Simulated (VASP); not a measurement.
A VASP calculation is set up with these files.

File POSCAR:
```
HfO2
1.0
  0.0000000000   2.4247467816   2.4247467816
  2.4247467816   0.0000000000   2.4247467816
  2.4247467816   2.4247467816   0.0000000000
Hf O
1 2
Direct
  1.0000000000   0.0000000000   1.0000000000
  0.2500000000   0.2500000000   0.2500000000
  0.7500000000   0.7500000000   0.7500000000
```

**INCAR**
```
SYSTEM = HfO2
PREC = Accurate
ENCUT = 620
EDIFF = 1E-6
NELM = 100
ALGO = Normal
LREAL = .FALSE.
LASPH = .TRUE.
ISMEAR = 0
SIGMA = 0.05
GGA = PE
LMAXMIX = 6
LWAVE = .FALSE.
LCHARG = .FALSE.
IBRION = 2
ISIF = 3
NSW = 40
EDIFFG = -0.02
PSTRESS = 450
```

KPOINTS:
```
Automatic mesh
0
gamma
  8 8 8
```

POTCAR, in this order: Hf_pv O (PBE.64 set). Program: vasp_std.

**Question.** Write an equivalent input for Ansatz.

**Answer.** One equivalent input (not run):
Ansatz 0.2 input:
```yaml
crystal:
  lattice:
    - [0.0000000, 2.4247468, 2.4247468]
    - [2.4247468, 0.0000000, 2.4247468]
    - [2.4247468, 2.4247468, 0.0000000]
  atoms:
    - { symbol: Hf, position: [1.0000000, 0.0000000, 1.0000000] }
    - { symbol: O, position: [0.2500000, 0.2500000, 0.2500000] }
    - { symbol: O, position: [0.7500000, 0.7500000, 0.7500000] }
kpoints:
  mp_grid: { grid: [8, 8, 8] }
hamiltonian:
  xc: pbe
  pseudopotentials: { kind: paw }
scf:
  occupations: { method: gaussian, width: 0.05 }
  max_iter: 100
relax:
  max_steps: 40
  f_tol: 0.02
  cell: { p_target: 45 }
output: { forces: true, stress: true, eigenvalues: true }
```
Limits of the translation: each code has its own PAW files, so the cut-off isn't converted (ENCUT is set for VASP's; basis.ecutwfc is left out, and Ansatz then takes the one that its files recommend); Ansatz stops its SCF on the density residual and VASP on the energy change (EDIFF).

The compound is HfO2 in the fluorite structure, the high-temperature cubic form, which is unstable at 0 K; the monoclinic form is the stable one. It was relaxed first under an external pressure of 45 GPa.
